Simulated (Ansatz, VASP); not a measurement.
**Si27C26 (V_C): VASP beside Ansatz**

One calculation is typed for both programs; each brings its own data sets. How far apart do they land? The cell is taken from a series of runs on this material, whose earlier steps may have relaxed, scaled, displaced or heated it; both programs get it as it stands.

Method: plane waves, with VASP 6.6.1 beside it; r2SCAN, in Ansatz 0.2.0.

**1. The structure**

The cell holds 53 atoms: 27 Si and 26 C. Cell: a = 8.964 Å, b = 8.964 Å, c = 8.964 Å, α = 60.0°, β = 60.0°, γ = 60.0°. It derives from SiC (SiC (F-43m)). Nearest the centre at fractional (0.417, 0.417, 0.417): Si15 at 1.68 Å, Si23 at 1.70 Å, Si14 at 1.71 Å, Si17 at 1.71 Å, C39 at 2.97 Å, C48 at 2.97 Å, C33 at 2.97 Å, C42 at 2.98 Å. The cell carries charge −1.

Coordinates:

```
Si C
1.0
     0.00000    6.33884    6.33884
     6.33884    0.00000    6.33884
     6.33884    6.33884    0.00000
Si C
27 26
Direct
  0.99967 0.00061 0.99951
  0.99985 0.00076 0.33266
  0.99980 0.00068 0.66617
  0.99988 0.33380 0.99945
  0.99978 0.33387 0.33279
  0.00067 0.33477 0.66523
  0.99938 0.66708 0.99987
  0.99961 0.66673 0.33386
  0.99969 0.66690 0.66600
  0.33290 0.00078 0.99946
  0.33298 0.00069 0.33280
  0.33383 0.00160 0.66524
  0.33291 0.33381 0.99940
  0.33902 0.34005 0.33760
  0.34080 0.34178 0.64580
  0.33333 0.66652 0.00041
  0.33563 0.65013 0.34123
  0.33351 0.66682 0.66586
  0.66622 0.00029 0.99987
  0.66577 0.00059 0.33388
  0.66597 0.00061 0.66602
  0.66559 0.33428 0.00044
  0.64928 0.33657 0.34119
  0.66588 0.33448 0.66587
  0.66505 0.66592 0.00150
  0.66505 0.66598 0.33425
  0.66609 0.66702 0.66677
  0.08307 0.08396 0.08270
  0.08311 0.08401 0.41611
  0.08328 0.08423 0.74934
  0.08300 0.41715 0.08286
  0.08403 0.41738 0.41575
  0.08479 0.41751 0.74792
  0.08280 0.75047 0.08326
  0.08197 0.75108 0.41661
  0.08289 0.75058 0.74974
  0.41625 0.08390 0.08287
  0.41641 0.08507 0.41576
  0.41656 0.08578 0.74787
  0.41624 0.41718 0.08315
  0.41644 0.41739 0.74891
  0.41552 0.74908 0.08518
  0.41548 0.74996 0.41651
  0.41591 0.75104 0.74986
  0.74954 0.08375 0.08327
  0.75019 0.08288 0.41662
  0.74966 0.08385 0.74973
  0.74819 0.41643 0.08520
  0.74908 0.41641 0.41651
  0.75009 0.41686 0.74990
  0.74919 0.75011 0.08370
  0.74914 0.75014 0.41657
  0.74919 0.75013 0.75094
```

**2. Ansatz: single point, r2SCAN**

Ansatz runs on its PAW soft_1 files.

A single point takes one fixed geometry, so differences don't come from the geometry; what else differs is listed under the comparison.

Input file input.yaml:

```yaml
crystal:
  checkpoint: "../qm1_M1.relax.run"
  host: checkpoint
total_charge: -1
basis:
  ecutwfc: 500
  xc_grid: 2
hamiltonian:
  xc: r2scan
  pseudopotentials: { kind: paw, azcp: { folder: soft_1 } }
kpoints:
  mp_grid: { grid: [2, 2, 2], shift: [0.5, 0.5, 0.5] }
magnetization:
  spin_polarized: true
  initial_magnetization: 1
  spin_locking: { lock_magnetization: hard }
scf:
  occupations: { method: fixed }
  max_iter: 60
output:
  forces: true
  eigenvalues: true
  charged_corrections:
    epsilon: 7.06
    static_epsilon: 10.43
    defect_position: [0.416667, 0.416667, 0.416667]
  eigenstates: { localisation: true }
  populations: true
  efg: {}
  band_densities: [{ bands: [v1, v1] }, { bands: [c1, c1] }]
  write_density: true
  write_potential: true
  volumetric_format: npy
  elf: true
checkpoint:
  read: "../qm1_M1.relax.run"
  write: "../qm1_M1.point.run"
  compress: false
  write_wavefunctions: false
  write_every: 100000
```

Launch:

```
$ ansatz run input.yaml --threads 4 --pin off --max-ram 7536MiB --backend cpu --events-out ev --progress --plain --runs-dir out
```

Numbers of over 12 decimals in the logs are rounded to 6 here.

The program printed:

```text
Warning: This run holds its total moment fixed (magnetization.spin_locking.lock_magnetization: hard) and mixes its density by anderson or broyden (scf.mixing.algorithm, typed or taken by auto). Slabs with a fixed moment have converged under broyden above another state at the same moment, at the default mixing steps and at smaller ones, and under scf.lower_state_search: standard, light or off a state that such a mixer [...]
crystal.checkpoint: the structure is that of <dir>, a `relax` run, at its step 8: its result, under r2scan at a charge of -1 e; 53 atoms read, 0 with a starting moment; crystal.structure_sha256 for this input is
Engine: ansatz 0.2.0, x86_64-unknown-linux-gnu
Pseudopotentials: kind: paw
Pseudopotential: Si, paw, valence charge 4, recommended cutoff 500 eV (meta_gga), soft_1/Si.paw.azcp
Pseudopotential: C, paw, valence charge 4, recommended cutoff 500 eV (meta_gga), soft_1/C.paw.azcp
Functional definition: r2SCAN
  parameter k0 = 0.174
  parameter k1 = 0.065
  parameter a1 = 4.9479
  exchange = r2scan_x(k0 = k0, k1 = k1, a1 = a1)
  correlation = r2scan_c
Crystal: 53 atoms, lattice volume = 509.401 Å³
Basis set: ecut = 500 eV, 12939 PW (Γ), exchange–correlation on 144×144×144 points (8 copies of the dense FFT grid, shifted against one another)
Bands: 160, of which v1, the nominal top of the filled ones, is band 107 counted from 1 (106 counted from 0)
Symmetry: 1 space group operations
Space group: P1 (ITA 1), of the structure as read, at distance tolerance 8.0e-5 Å
Magnetic group: BNS 1.1 (UNI 1), of the structure as read, at distance tolerance 8.0e-5 Å
k-points: 4 of 8 (time reversal used)
Non-local potential: Si, projectors of the file, l = 0: 2, l = 1: 2, l = 2: 1
Non-local potential: C, projectors of the file, l = 0: 2, l = 1: 2, l = 2: 1
PAW form: soft (Blöchl's): semilocal exchange-correlation on the pseudo side does not see the compensation charge
PAW frozen core: Si, regenerated for the run's functional (the file was generated under x = pbe(κ = 0.804, μ = 0.219515), c = pbe(β = 0.066725))
PAW frozen core: C, regenerated for the run's functional (the file was generated under x = pbe(κ = 0.804, μ = 0.219515), c = pbe(β = 0.066725))
PAW one-centre angular grid: Si, 302 points (default); XC on 160 Gauss nodes
PAW one-centre angular grid: C, 302 points (default); XC on 219 of its mesh's 2255 points in the sphere
Initial density: read from a saved state, or passed on in memory by an earlier SCF of this step, an earlier step, the calling program or the single point that the run made first
Stability of the state it starts from, as read at its close in the collinear treatment: not read, because the mixer in use, unlike msr1, does not test its closes by its own steps (another_mixer); its run was given moments
Starting moments: Σ|m| = 1 μB on 53 of 53 sites; this step starts from the density that it was given
Initial wavefunctions: those read from a saved state, or passed on in memory by an earlier step or the calling program
Functional: x = r2scan, c = r2scan; τ floored in thin density (d = 2e-4 eV/Å³)
SCF iter   1: F=—  HF=-23793.540487 eV  |F-HF|=—  |Δ(HF+E_count)|=         —  Δρ=7.17e-7 (↑7.17e-7 ↓6.91e-7)  dr2=7.29e-9  dr2_τ=2.95e-11  dr2_m=5.56e-11  M=1.000 μB ∫|m|=1.993 μB  β_m=1.20  ethr=1.08e-11  ⟨swp⟩=3.5  Hψ=2990  notcnv=0
preconditioner: auto → Resta (q_TF=auto, 2.359 Å⁻¹)  ε∞=4.3  [insulator: Δε(μ)=0.105 eV  Ē_g=13.284 eV  n_scr=112 (ndim 8)  ℏωp=24.0 eV  f_vac=0.000  ε∞_Penn≈4.3]
spin=Collinear: Resta preconditioning applied to the charge; magnetization (m = ρ↑ − ρ↓) channel mixes plain (no charge-response kernel on spin).
SCF iter   2: F=-23793.540487 eV  HF=-23793.540487 eV  |F-HF|=2.73e-9  |Δ(HF+E_count)|=   2.45e-9  Δρ=5.40e-7 (↑5.40e-7 ↓5.25e-7)  dr2=4.08e-9  dr2_τ=1.65e-11  dr2_m=1.15e-11  M=1.000 μB ∫|m|=1.993 μB  ethr=3.42e-12  ⟨swp⟩=7.8  Hψ=5925  notcnv=0
SCF 1 converged in 2 iterations: F = -23793.540487 eV  dr2 = 4.08e-9
  greatest PAW one-centre occupation: 0.678 electrons in one spin orbital (limit 2), on the C atom at site 28 (counted from 0), in its partial waves of l = 0
this state was not tested for a lower state beside it, because the mixer in use, unlike msr1, does not test its closes by its own steps (another_mixer; see scf.mixing.algorithm and scf.lower_state_search)
SCF converged after 2 iterations
Magnetization: 1.0000 μB (107.0000 up, 106.0000 down)
Absolute magnetization: 1.9998 μB (∫|ρ↑−ρ↓|, with the PAW one-centre terms)
[...]
--- Charged-cell corrections in eV (Makov–Payne, q = -1.000 e, ε = 7.060 of the electrons, 10.430 with the ions) ---
  F (periodic)     = -23793.540487  (uncorrected; the corrections below are reported, never added to it)
  E_corr1          = +0.368811  (monopole, q²α_M/2εL)
  F Makov-Payne    = n/a  (the rows are of the electrons' constant alone; ansatz place-levels tells what screens the charge)
  no potential alignment in this run, which stands beside a crystal: run the host's input off ansatz write-host-input, and read the two finished runs by ansatz place-levels (neither reads a slab, a wire or a sheet, whose cell leaves a vacuum)
--- Band table (eV; the first three rows and the last of 8) ---
  k-point 0 ↑: bands = [... 103 lower, 10.1575, 10.1660, 12.0392, 12.4698, 13.1454, 13.2556, 13.4249, 13.5933, ... 49 higher]
  k-point 1 ↑: bands = [... 103 lower, 9.8446, 10.0715, 11.8046, 12.2184, 12.6350, 12.8209, 13.9028, 14.1224, ... 49 higher]
  k-point 2 ↑: bands = [... 103 lower, 9.8209, 10.0722, 11.5107, 12.0558, 12.6038, 13.1423, 14.0727, 14.1183, ... 49 higher]
  k-point 3 ↓: bands = [... 103 lower, 9.8627, 10.0930, 12.1018, 12.6451, 12.7620, 13.2028, 14.0867, 14.1683, ... 49 higher]
--- Löwdin populations: 53 sites ---
  site symbol       q [e]    m [muB]
     0     Si      2.9011     0.0002
     1      C      5.0365    -0.0002
     2     Si      2.8986     0.0155
     3      C      5.0358     0.0004
     4     Si      2.9018     0.0001
     5      C      5.0354     0.0010
     6     Si      2.9129    -0.0041
     7      C      5.0359     0.0006
     8     Si      2.9074     0.0026
     9      C      5.0131     0.0093
    10     Si      2.9034    -0.0017
    11      C      5.0076     0.0111
    12     Si      2.9014     0.0002
    13      C      5.0356    -0.0006
    14     Si      2.9016    -0.0006
    15      C      5.0171     0.0550
    16     Si      2.9026    -0.0011
    17      C      5.0357    -0.0004
    18     Si      2.9130    -0.0042
    19      C      5.0358     0.0006
    20     Si      2.9075     0.0025
    21      C      5.0130     0.0091
    22     Si      2.9035    -0.0017
    23      C      5.0074     0.0110
[...]
45     Si      2.9033     0.0003
    46      C      5.0378     0.0015
    47     Si      2.9034    -0.0009
    48      C      5.0355     0.0010
    49     Si      2.9033    -0.0015
    50      C      5.0369     0.0010
    51     Si      2.9042     0.0008
    52      C      5.0386     0.0006
  spilling = 0.011212 (of n_electrons = 213.000000)
--- Band densities, each state counted as filled ---
  window                                       electrons  max residual (eV)  cut levels
  bands: [v1, v1]                    1.000000 + 1.000000             2.4e-5           0
  bands: [c1, c1]                    1.000000 + 1.000000             1.1e-4           0
```

**3. VASP: single point, r2SCAN**

The same cell, functional and mesh now go to VASP, with its own data sets.

Lines of VASP's logs that name or quote its potential files are left out, and so is its time.

Input file INCAR:

```
SYSTEM = Si27C26
PREC = Accurate
ENCUT = 580
EDIFF = 1E-06
NELM = 200
ISMEAR = 0
SIGMA = 0.01
LREAL = Auto
ALGO = Normal
METAGGA = R2SCAN
LASPH = .TRUE.
NELECT = 213
NBANDS = 144
ISPIN = 2
MAGMOM = -0 0.01 0 -0 0 -0 0 0 0 -0 0 -0 0.01 0.04 0.03 0 0.03 0 0 0 0 0 0.03 0 -0 -0 0 -0 0 0 0 0.01 0.01 -0 0.04 -0 0 0 0.01 0.04 0.04 0.01 0.01 0 -0 0.04 -0 0.01 0.01 0 0 0 0
LORBIT = 11
LWAVE = .FALSE.
LCHARG = .FALSE.
ISIF = 2
ISYM = 0
NUPDOWN = 1
GGA_COMPAT = .FALSE.
LMIXTAU = .TRUE.
KPAR = 4
```

Input file POSCAR:

```
Si27C26
1.0
    0.0000000000      6.3388420664      6.3388420664
    6.3388420664      0.0000000000      6.3388420664
    6.3388420664      6.3388420664      0.0000000000
Si C
27 26
Direct
    0.9996743218      0.0006084526      0.9995095285
    0.9998535270      0.0007557103      0.3326602488
    0.9998021594      0.0006830271      0.6661653187
    0.9998841902      0.3337993440      0.9994511922
    0.9997813556      0.3338708582      0.3327856317
    0.0006740064      0.3347700528      0.6652300375
    0.9993795659      0.6670755821      0.9998699792
    0.9996058204      0.6667264070      0.3338611133
    0.9996851007      0.6668973342      0.6660011738
    0.3329028817      0.0007766937      0.9994625560
    0.3329797058      0.0006902607      0.3328040112
    0.3338331138      0.0015958296      0.6652376636
    0.3329095269      0.3338080993      0.9994042068
    0.3390172579      0.3400486510      0.3375959188
    0.3407976851      0.3417810083      0.6457986787
    0.3333317749      0.6665196965      0.0004105540
    0.3356307717      0.6501269082      0.3412255228
    0.3335098255      0.6668181708      0.6658609220
    0.6662192422      0.0002905344      0.9998717381
    0.6657656002      0.0005903897      0.3338764462
    0.6659724605      0.0006086689      0.6660159749
    0.6655877796      0.3342751746      0.0004400494
    0.6492819594      0.3365665398      0.3411922088
    0.6658757709      0.3344763368      0.6658734555
    0.6650456339      0.6659190422      0.0014970382
    0.6650489444      0.6659817303      0.3342519378
    0.6660904259      0.6670240847      0.6667728775
    0.0830746681      0.0839628940      0.0826953123
    0.0831148987      0.0840095965      0.4161101076
    0.0832834012      0.0842342370      0.7493400926
    0.0830036617      0.4171478531      0.0828608462
    0.0840348534      0.4173823672      0.4157523134
    0.0847947629      0.4175122714      0.7479172342
    0.0828032188      0.7504718613      0.0832584321
    0.0819698221      0.7510782126      0.4166106264
    0.0828943441      0.7505817260      0.7497389955
    0.4162517111      0.0838955010      0.0828681626
    0.4164103212      0.0850662772      0.4157565540
    0.4165640184      0.0857807475      0.7478746065
    0.4162404935      0.4171765590      0.0831527514
    0.4164412617      0.4173926585      0.7489134217
    0.4155242088      0.7490790824      0.0851834233
    0.4154752438      0.7499594448      0.4165123679
    0.4159054547      0.7510448731      0.7498627949
    0.7495436320      0.0837516617      0.0832722659
    0.7501945555      0.0828794813      0.4166202817
    0.7496626981      0.0838501987      0.7497286889
    0.7481875174      0.4164317780      0.0852036366
    0.7490817463      0.4164145387      0.4165144142
    0.7500871066      0.4168623274      0.7499042489
    0.7491916276      0.7501133908      0.0836977903
    0.7491444985      0.7501384586      0.4165737635
    0.7491916754      0.7501339424      0.7509401779
```

Input file KPOINTS:

```
Points of the shifted mesh
8
Reciprocal
 0.2500000000  0.2500000000  0.2500000000 1
 0.2500000000  0.2500000000  0.7500000000 1
 0.2500000000  0.7500000000  0.2500000000 1
 0.2500000000  0.7500000000  0.7500000000 1
 0.7500000000  0.2500000000  0.2500000000 1
 0.7500000000  0.2500000000  0.7500000000 1
 0.7500000000  0.7500000000  0.2500000000 1
 0.7500000000  0.7500000000  0.7500000000 1
```

PAW data sets: Si and C (PBE family, release 64).

Launch:

```
$ mpirun -np 8 vasp_std
```

The program printed:

```text
[banner, memory and clock lines left out]
running    8 mpi-ranks, on    1 nodes
[...]
|                                                                             |
|           W    W    AA    RRRRR   N    N  II  N    N   GGGG   !!!           |
|           W    W   A  A   R    R  NN   N  II  NN   N  G    G  !!!           |
|           W    W  A    A  R    R  N N  N  II  N N  N  G       !!!           |
|           W WW W  AAAAAA  RRRRR   N  N N  II  N  N N  G  GGG   !            |
|           WW  WW  A    A  R   R   N   NN  II  N   NN  G    G                |
|           W    W  A    A  R    R  N    N  II  N    N   GGGG   !!!           |
|                                                                             |
|     For optimal performance we recommend to set                             |
|       NCORE = 2 up to number-of-cores-per-socket                            |
|     NCORE specifies how many cores store one orbital (NPAR=cpu/NCORE).      |
|     This setting can greatly improve the performance of VASP for DFT.       |
[...]
DAV:   5    -0.576615179713E+03   -0.33151E-01   -0.33112E-01  5512   0.138E+00BRMIX: very serious problems
 the old and the new charge density differ
 old charge density:   212.00000 new  213.00000
BRMIX: very serious problems
 the old and the new charge density differ
 old charge density:   212.00000 new  213.00000
BRMIX: very serious problems
 the old and the new charge density differ
 old charge density:   212.00000 new  213.00000
BRMIX: very serious problems
 the old and the new charge density differ
 old charge density:   212.00000 new  213.00000
    0.519E+01
DAV:   6    -0.510990425145E+03    0.65625E+02   -0.15558E+02  5216   0.254E+01    0.300E+01
DAV:   7    -0.484792846579E+03    0.26198E+02   -0.12160E+01  5112   0.895E+00    0.117E+01
DAV:   8    -0.488662766904E+03   -0.38699E+01   -0.15794E+01  5336   0.959E+00    0.672E+00
DAV:   9    -0.491380645789E+03   -0.27179E+01   -0.28179E+00  5008   0.501E+00    0.330E+00
[...]
DAV:  20    -0.492763265455E+03   -0.78465E-05   -0.37411E-04  5320   0.261E-02    0.130E-02
DAV:  21    -0.492763276473E+03   -0.11018E-04   -0.16796E-05  5216   0.102E-02    0.746E-03
DAV:  22    -0.492763277253E+03   -0.78008E-06   -0.73716E-07  2896   0.217E-03
   1 F= -.49276328E+03 E0= -.49276306E+03  d E =-.432099E-03  mag=     1.0000
```

Parts of OUTCAR (step 3):

```text
  FREE ENERGIE OF THE ION-ELECTRON SYSTEM (eV)
  ---------------------------------------------------
  free  energy   TOTEN  =      -492.7632772529 eV

  energy  without entropy=     -492.7628451537  energy(sigma->0) =     -492.76306120

 magnetization (x)
# of ion       s       p       d       tot
------------------------------------------
    1       -0.000  -0.001   0.000  -0.001
    2        0.000   0.002   0.000   0.002
    3        0.000  -0.000   0.000  -0.000
    4       -0.000  -0.001   0.000  -0.001
    5        0.003   0.008   0.000   0.011
    6       -0.000  -0.001   0.000  -0.001
    7       -0.000  -0.001   0.000  -0.001
    8        0.000  -0.001   0.000  -0.001
    9        0.000  -0.000   0.000   0.000
   10       -0.000  -0.001   0.000  -0.001
   11        0.003   0.008   0.000   0.011
   12       -0.000  -0.001   0.000  -0.001
   13        0.003   0.008   0.000   0.011
[...]
--------------------------------------------------
tot          0.112   0.383   0.000   0.496
```

The cell is charged against a uniform background. SCAN-type functionals tend to overstate the moments of itinerant magnets.

**4. Differences**

Known differences besides the potentials themselves: VASP starts from the moments at which Ansatz ended; VASP keeps PBE cores, Ansatz makes them for the functional; fixed occupations in Ansatz, narrow Gaussian smearing in VASP; the cutoff is 500 eV in Ansatz and 580 eV in VASP (PREC = Accurate, projectors in real space); site moments are counted in spheres of each program's own size. Total energies have different zeros and are not compared.

Compared:

| quantity | Ansatz | VASP | difference |
| --- | --- | --- | --- |
| total moment, fixed by the input (μB) | 1.00 | 1.00 | 0.00 |
| moment on Si14 (μB) | 0.04 | 0.16 | -0.12 |

Forces on 7 of the 53 atoms, those with the largest forces and the largest differences (eV/Å; atoms numbered as in POSCAR):

| atom | Ansatz x, y, z | VASP x, y, z |
| --- | --- | --- |
| Si2 | 0.000, 0.003, 0.000 | 0.012, 0.012, 0.184 |
| Si4 | 0.004, 0.001, 0.000 | 0.007, 0.195, 0.023 |
| Si10 | -0.002, 0.002, 0.003 | 0.190, 0.005, 0.028 |
| Si14 | 0.000, -0.001, -0.012 | -0.205, -0.209, -0.220 |
| Si15 | -0.001, -0.003, -0.002 | 0.158, 0.161, 0.046 |
| Si17 | -0.005, 0.003, 0.010 | 0.231, -0.064, 0.144 |
| Si23 | 0.005, 0.000, 0.008 | -0.057, 0.241, 0.142 |

The forces differ by 67 meV/Å r.m.s., where the r.m.s. force is 0.003 eV/Å in Ansatz and 0.067 eV/Å in VASP: the atoms lie near their places of rest in Ansatz, so a percentage would say little (all taken over all components). The cell carries a charge of -1 e against a uniform background, so its pressure also hangs on how the neutralising background is counted, and in a defect's cell a gap may be the spacing between its levels. The two runs ended with unlike total or site moments, perhaps in different magnetic states; the other differences may follow from that, so they don't measure the programs' precision.

**5. Outcome**

| Item | Value |
| --- | --- |
| difference in moment on Si14 (single point, r2SCAN) | -0.12 μB |
| r.m.s. force difference (single point, r2SCAN) | 67 meV/Å |

The r.m.s. force difference is 67 meV/Å (single point, r2SCAN), beyond the 12 meV/Å picked in this series as the mark of a large difference. The single point, r2SCAN pair compares unlike magnetic states, so its differences don't measure the programs. The runs of the single point, r2SCAN pair ended with unlike moments, so it says little about numerical agreement. By the marks of this series, far apart in the single point, r2SCAN pair: the r.m.s. force difference, 67 meV/Å. What causes the difference of the single point, r2SCAN pair stays open here. How closely two codes agree says nothing of how well the functional describes the real material.

[Lines on the potential files, build, host, timing and source positions are cut from VASP's logs without a mark.]

[Logs are printed without paths, hosts, clocks, repeated set-up lines and the standing remarks that a program may print on its own settings, such as how far it seeks lower states.]

[Hosts, paths, dates, database ids (printed as entryN), source tags and the programs' standing remarks are cut or masked in the printed files.]
